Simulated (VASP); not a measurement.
All values below come from PBEsol GGA, VASP's PBE PAW potentials (set 64) (plane waves; VASP 6.6.1).

A VASP calculation is set up with these files.

POSCAR:
```
Pt3Ti
1.0
  3.7411666216   0.0000000000   0.0000000000
  0.0000000000   3.7411666216   0.0000000000
  0.0000000000   0.0000000000   3.7411666216
Ti Pt
1 3
Direct
  0.0000000000   0.0000000000   0.0000000000
  0.0000000000   0.5000000000   0.5000000000
  0.5000000000   0.0000000000   0.5000000000
  0.5000000000   0.5000000000   0.0000000000
```

### INCAR
```
# general
SYSTEM  = Pt3Ti
PREC    = Accurate
ENCUT   = 500
LREAL   = .FALSE.
LASPH   = .TRUE.

# electronic loop
EDIFF   = 1E-6
NELM    = 100
ALGO    = Normal
LMAXMIX = 6

# smearing
ISMEAR  = 1
SIGMA   = 0.1

# functional
GGA     = PS

# ions
IBRION  = 2
NSW     = 40
ISIF    = 3
EDIFFG  = -0.02
PSTRESS = 450

# output
LWAVE   = .FALSE.
LCHARG  = .FALSE.
```

File KPOINTS:
```
Automatic mesh
0
Gamma
8 8 8
```

POTCAR, in this order: Ti_sv Pt (PBE.64 set). Program: vasp_std.

The run wrote:

### OSZICAR
```
       N       E                     dE             d eps       ncg     rms          rms(c)
DAV:   1     0.390871646692E+03    0.39087E+03   -0.21041E+04  1750   0.181E+03
DAV:   2    -0.324834486486E+01   -0.39412E+03   -0.38657E+03  1897   0.463E+02
DAV:   3    -0.337311150359E+02   -0.30483E+02   -0.29579E+02  2487   0.113E+02
DAV:   4    -0.347574249965E+02   -0.10263E+01   -0.10218E+01  2158   0.212E+01
DAV:   5    -0.347813979146E+02   -0.23973E-01   -0.23958E-01  2429   0.313E+00    0.321E+01
DAV:   6    -0.327420887879E+02    0.20393E+01   -0.12570E+01  2426   0.301E+01    0.146E+01
DAV:   7    -0.331040347512E+02   -0.36195E+00   -0.20821E+01  2292   0.310E+01    0.131E+01
DAV:   8    -0.320267494858E+02    0.10773E+01   -0.22344E+00  2217   0.130E+01    0.497E+00
DAV:   9    -0.320045566087E+02    0.22193E-01   -0.25869E+00  2574   0.942E+00    0.336E+00
DAV:  10    -0.319008839535E+02    0.10367E+00   -0.72321E-01  2370   0.614E+00    0.318E-01
DAV:  11    -0.319028828890E+02   -0.19989E-02   -0.11520E-02  2267   0.907E-01    0.429E-01
DAV:  12    -0.319015085526E+02    0.13743E-02   -0.98531E-03  2320   0.649E-01    0.486E-02
DAV:  13    -0.319015922690E+02   -0.83716E-04   -0.46349E-04  2327   0.164E-01    0.779E-02
DAV:  14    -0.319015198080E+02    0.72461E-04   -0.38136E-04  2407   0.152E-01    0.206E-02
DAV:  15    -0.319015197581E+02    0.49898E-07   -0.46500E-05  2464   0.395E-02    0.123E-02
DAV:  16    -0.319015181983E+02    0.15598E-05   -0.86060E-06  2240   0.235E-02    0.338E-03
DAV:  17    -0.319015182802E+02   -0.81913E-07   -0.67373E-07  1078   0.592E-03
   1 F= -.17194552E+02 E0= -.17195421E+02  d E =-.171946E+02
```

### OUTCAR
```
------------------------ aborting loop because EDIFF is reached ----------------------------------------
  FORCE on cell =-STRESS in cart. coord.  units (eV):
  Direction    XX          YY          ZZ          XY          YZ          ZX
  --------------------------------------------------------------------------------------
  Total       14.6322365     14.6322365     14.6322365     -0.0000000     -0.0000000      0.0000000
  in kB      447.7134516    447.7134516    447.7134516     -0.0000000     -0.0000000      0.0000000
  external PRESSURE =      -2.2865484 kB  Pullay stress =     450.0000000 kB
  volume of cell :       52.36
      direct lattice vectors                 reciprocal lattice vectors
     3.741166622  0.000000000  0.000000000     0.267296301  0.000000000  0.000000000
     0.000000000  3.741166622  0.000000000     0.000000000  0.267296301  0.000000000
     0.000000000  0.000000000  3.741166622     0.000000000  0.000000000  0.267296301
 POSITION                                       TOTAL-FORCE (eV/Angst)
 -----------------------------------------------------------------------------------
      0.00000      0.00000      0.00000         0.000000      0.000000      0.000000
      0.00000      1.87058      1.87058         0.000000      0.000000      0.000000
      1.87058      0.00000      1.87058         0.000000      0.000000      0.000000
      1.87058      1.87058      0.00000         0.000000      0.000000      0.000000
 -----------------------------------------------------------------------------------
    total drift:                                0.000000      0.000000      0.000000
  FREE ENERGIE OF THE ION-ELECTRON SYSTEM (eV)
  ---------------------------------------------------
  free  energy   TOTEN  =       -31.9015182802 eV

  energy  without entropy=      -31.9041253459  energy(sigma->0) =      -31.90238730
  enthalpy is  TOTEN    =       -17.1945524218 eV   P V=       14.7069658584

 reached required accuracy - stopping structural energy minimisation
```
(Selected blocks of OUTCAR.)

The compound is Pt3Ti in the L1_2 structure. It was relaxed first under an external pressure of 45 GPa.
